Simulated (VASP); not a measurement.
Given:

```
AlC31Si32
1.0
    8.75833     0.00000     0.00000
    0.00000     8.75833     0.00000
    0.00000     0.00000     8.75833
Si C Al
32 31 1
Direct
  0.49656   0.99867   0.99863
  0.75438   0.25431   0.99980
  0.75423   0.99974   0.25423
  0.00060   0.00158   0.00161
  0.24301   0.24860   0.99340
  0.50178   0.50482   0.00155
  0.75339   0.75542   0.99879
  0.24260   0.99299   0.24872
  0.42774   0.19112   0.19194
  0.76485   0.52341   0.22984
  0.50151   0.00122   0.50491
  0.76426   0.23058   0.52297
  0.75327   0.99906   0.75507
  0.00557   0.50642   0.99772
  0.25090   0.74964   0.00057
  0.00390   0.25218   0.25202
  0.24872   0.50324   0.25115
  0.50301   0.75430   0.25069
  0.00518   0.99779   0.50648
  0.24858   0.25093   0.50335
  0.48706   0.51809   0.51819
  0.75169   0.75362   0.50196
  0.25088   0.00051   0.74972
  0.50303   0.25082   0.75424
  0.75175   0.50196   0.75369
  0.00041   0.75073   0.24919
  0.00027   0.50122   0.50126
  0.25031   0.74995   0.50434
  0.00044   0.24913   0.75085
  0.25045   0.50415   0.74996
  0.49913   0.75177   0.75188
  0.00177   0.75082   0.75085
  0.63015   0.13322   0.13322
  0.88374   0.37739   0.12288
  0.88319   0.12323   0.37727
  0.12310   0.12639   0.12645
  0.36993   0.38150   0.12202
  0.62563   0.63795   0.12173
  0.87634   0.87758   0.12629
  0.36912   0.12106   0.38176
  0.87517   0.62849   0.37699
  0.62546   0.12202   0.63741
  0.87514   0.37701   0.62850
  0.87630   0.12623   0.87756
  0.12634   0.62801   0.12649
  0.37522   0.87356   0.12637
  0.12681   0.37738   0.37744
  0.37868   0.62636   0.37400
  0.62629   0.87897   0.37799
  0.12613   0.12638   0.62807
  0.37862   0.37387   0.62640
  0.62922   0.62671   0.62681
  0.87644   0.87593   0.62777
  0.37530   0.12643   0.87356
  0.62635   0.37798   0.87904
  0.87658   0.62778   0.87596
  0.12458   0.86980   0.37797
  0.12544   0.62549   0.62559
  0.37576   0.87493   0.62623
  0.12500   0.37780   0.86983
  0.37583   0.62597   0.87513
  0.62646   0.87502   0.87473
  0.12657   0.87602   0.87606
  0.62732   0.31337   0.31178
```
Cell charge +1.

The numbers are results of HSE06 screened hybrid, VASP's PBE PAW potentials (set 64) (plane waves; VASP), not measurements. Numerical set-up: PREC = Normal, LREAL = Auto, ISYM = 0, NELECT = 254.0, EDIFF = 1E-5, 400 eV cut-off, 1×1×1 Γ-centred mesh, Gaussian smearing of 0.050 eV, potentials Si C Al.

The cell is charged, with a uniform compensating background. The supercell is sampled at Γ alone, which is coarse: total energies, pressure and levels can be off, energies of defects by several tenths of an eV.

Problem. Estimate the energy per atom (σ→0).

Solution. 
| Item | Result |
|---|---|
| energy per atom (σ→0) | -8.610 eV/atom |

Total energies compare only between runs with the same potentials, cut-off and functional.

The cell is a supercell with a defect, built from SiC (zinc blende): Al_C, charge +1. The cell's shape comes from a PBE relaxation. The run is not spin-polarised, so no state with unpaired spins was tried.
